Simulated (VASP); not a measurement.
Given:

```yaml
crystal:
  lattice:
    - [0.00000, 2.71461, 2.71461]
    - [2.71461, 0.00000, 2.71461]
    - [2.71461, 2.71461, 0.00000]
  atoms:
    - { symbol: In, position: [0.00000, 0.00000, 0.00000] }
    - { symbol: P, position: [0.25000, 0.25000, 0.25000] }
```

Calculation: r2SCAN meta-GGA, VASP's PBE PAW potentials (set 64) (plane waves; VASP 6.6.1). Run with 480 eV cut-off, 8×8×8 Γ-centred mesh, Gaussian smearing of 0.050 eV, potentials In_d P.

Unless said otherwise, spin-orbit coupling is left out, though it shifts the bands of the heavy elements here.

### Question
Predict the energy per atom (σ→0), pressure, band gap (on the k-mesh) with the smallest direct gap where there is one.

### Answer

```yaml
band gap (on the k-mesh): 1.53 eV
smallest direct gap (on the k-mesh): 2.43 eV
energy per atom (σ→0): -15.718 eV/atom
pressure: 30.08 GPa
```

Only differences to runs with the same potentials and settings are physical.

The compound is InP in the zinc blende structure. It was relaxed first under an external pressure of 30 GPa.
